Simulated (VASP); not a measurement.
Method: SCAN meta-GGA, VASP's PBE PAW potentials (set 64) (plane waves; VASP 6.6.1).

Input for VASP

### POSCAR
```
KCl
6.2001270
  0.0000000000   0.4999999889   0.4999999889
  0.4999999889   0.0000000000   0.4999999889
  0.4999999889   0.4999999889   0.0000000000
K Cl
1 1
direct
  0.0000000000   0.0000000000   0.0000000000
  0.5000000000   0.5000000000   0.5000000000
```

### INCAR
```
SYSTEM  =  KCl
PREC  =  Accurate; ENCUT  =  520; LREAL  =  .False.
LASPH  =  .True.
EDIFF  =  1E-7; NELM  =  100; ALGO  =  Normal
LMIXTAU  =  .True.
ISMEAR  =  0; SIGMA  =  0.05
METAGGA  =  SCAN
ISIF  =  2
LWAVE  =  .False.; LCHARG  =  .False.
```

**KPOINTS**
```
Automatic
0
Gamma
  7 7 7
0 0 0
```

POTCAR, in this order: K_sv Cl (PBE.64 set). Program: vasp_std.

What VASP printed:

File OUTCAR:
```
 ion  position               nearest neighbor table
   1  0.000  0.000  0.000-   2 3.10   2 3.10   2 3.10   2 3.10   2 3.10   2 3.10
   2  0.500  0.500  0.500-   1 3.10   1 3.10   1 3.10   1 3.10   1 3.10   1 3.10
  LATTYP: Found a face centered cubic cell.
 ALAT       =     6.2001268624
 Subroutine PRICEL returns:
 Original cell was already a primitive cell.
 Subroutine GETGRP returns: Found 48 space group operations
The static configuration has the point symmetry O_h .
The dynamic configuration has the point symmetry O_h .
 Subroutine INISYM returns: Found 48 space group operations
 Subroutine IBZKPT returns following result:
 Found     20 irreducible k-points:

 Following reciprocal coordinates:
            Coordinates               Weight
  0.000000  0.000000  0.000000      1.000000
  0.142857  0.000000  0.000000      8.000000
  0.285714  0.000000  0.000000      8.000000
  0.428571  0.000000  0.000000      8.000000
  0.142857  0.142857  0.000000      6.000000
  0.285714  0.142857  0.000000     24.000000
  0.428571  0.142857  0.000000     24.000000
 -0.428571  0.142857  0.000000     24.000000
 -0.285714  0.142857  0.000000     24.000000
...
```

**OSZICAR**
```
       N       E                     dE             d eps       ncg     rms          rms(c)
DAV:   1     0.892478705616E+02    0.89248E+02   -0.74192E+03   480   0.122E+03
DAV:   2    -0.183384648344E+02   -0.10759E+03   -0.98536E+02   644   0.289E+02
DAV:   3    -0.245524893916E+02   -0.62140E+01   -0.61793E+01   624   0.620E+01
DAV:   4    -0.248184059698E+02   -0.26592E+00   -0.26555E+00   860   0.117E+01
DAV:   5    -0.248196184527E+02   -0.12125E-02   -0.12121E-02   624   0.884E-01    0.308E+00
DAV:   6    -0.203778121588E+02    0.44418E+01   -0.15664E+00   608   0.132E+01    0.292E+00
DAV:   7    -0.204384760308E+02   -0.60664E-01   -0.39799E-01   652   0.833E+00    0.979E-01
DAV:   8    -0.210741271206E+02   -0.63565E+00   -0.33404E-01   504   0.618E+00    0.105E+00
DAV:   9    -0.206212136070E+02    0.45291E+00   -0.18361E-01   516   0.599E+00    0.710E-01
DAV:  10    -0.206506643396E+02   -0.29451E-01   -0.86608E-02   488   0.396E+00    0.361E-01
DAV:  11    -0.206383578949E+02    0.12306E-01   -0.12079E-02   608   0.157E+00    0.336E-01
DAV:  12    -0.206516553730E+02   -0.13297E-01   -0.73424E-03   520   0.129E+00    0.190E-01
DAV:  13    -0.206702534122E+02   -0.18598E-01   -0.53071E-03   496   0.111E+00    0.492E-02
DAV:  14    -0.206780582464E+02   -0.78048E-02   -0.60881E-03   496   0.115E+00    0.239E-02
DAV:  15    -0.206781859284E+02   -0.12768E-03   -0.92573E-05   640   0.135E-01    0.273E-02
DAV:  16    -0.206782007742E+02   -0.14846E-04   -0.15452E-05   584   0.596E-02    0.143E-02
DAV:  17    -0.206781920330E+02    0.87412E-05   -0.15238E-05   580   0.566E-02    0.381E-03
DAV:  18    -0.206781949918E+02   -0.29589E-05   -0.46626E-06   576   0.314E-02    0.402E-03
DAV:  19    -0.206781933471E+02    0.16447E-05   -0.76927E-06   524   0.423E-02    0.570E-03
DAV:  20    -0.206781945293E+02   -0.11822E-05   -0.50513E-06   520   0.336E-02    0.224E-03
DAV:  21    -0.206781944342E+02    0.95068E-07   -0.43574E-07   596   0.104E-02
   1 F= -.20678194E+02 E0= -.20678194E+02  d E =-.156611E-21
```

**OUTCAR**
```
------------------------ aborting loop because EDIFF is reached ----------------------------------------
  FORCE on cell =-STRESS in cart. coord.  units (eV):
  Direction    XX          YY          ZZ          XY          YZ          ZX
  --------------------------------------------------------------------------------------
  Total        0.2279500      0.2279500      0.2279500      0.0000000      0.0000000      0.0000000
  in kB        6.1292651      6.1292651      6.1292651      0.0000000      0.0000000      0.0000000
  external PRESSURE =       6.1292651 kB  Pullay stress =       0.0000000 kB
  volume of cell :       59.59
      direct lattice vectors                 reciprocal lattice vectors
     0.000000000  3.100063431  3.100063431    -0.161287022  0.161287022  0.161287022
     3.100063431  0.000000000  3.100063431     0.161287022 -0.161287022  0.161287022
     3.100063431  3.100063431  0.000000000     0.161287022  0.161287022 -0.161287022
  FREE ENERGIE OF THE ION-ELECTRON SYSTEM (eV)
  ---------------------------------------------------
  free  energy   TOTEN  =       -20.6781944342 eV

  energy  without entropy=      -20.6781944342  energy(sigma->0) =      -20.67819443
```
(Selected blocks of OUTCAR.)

The compound is KCl in the rock salt structure. This cell is one point of a volume scan, at 0.97 of the reference volume.
